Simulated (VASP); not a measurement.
Here is the system:

```yaml
crystal:
  lattice:
    - [3.45852, 0.00000, 0.00000]
    - [0.00000, 3.45852, 0.00000]
    - [0.00000, 0.00000, 3.45852]
  atoms:
    - { symbol: Si, position: [0.00000, 0.00000, 0.00000] }
    - { symbol: Ni, position: [0.00000, 0.50000, 0.50000] }
    - { symbol: Ni, position: [0.50000, 0.00000, 0.50000] }
    - { symbol: Ni, position: [0.50000, 0.50000, 0.00000] }
```

These are r2SCAN+rVV10, VASP's PBE PAW potentials (set 64) (plane waves; VASP 6.6.1) values and carry that method's errors. Numerical set-up: 520 eV cut-off, 10×10×10 Γ-centred mesh, tetrahedra with Blöchl corrections, potentials Si Ni.

The cores are frozen, which limits the accuracy of field gradients.

Give the principal components of the electric field gradient (V/Å²) and the asymmetry η at each nucleus.

| atom | Vxx | Vyy | Vzz | η |
|---|---|---|---|---|
| Si1 | 0.0 | 0.0 | 0.0 | - |
| Ni2 | 21.9 | 21.9 | -43.7 | 0.00 |
| Ni3 | 21.9 | 21.9 | -43.7 | 0.00 |
| Ni4 | 21.9 | 21.9 | -43.7 | 0.00 |

The compound is Ni3Si in the L1_2 structure. It was relaxed first. The run is not spin-polarised, so no magnetic state was tried.
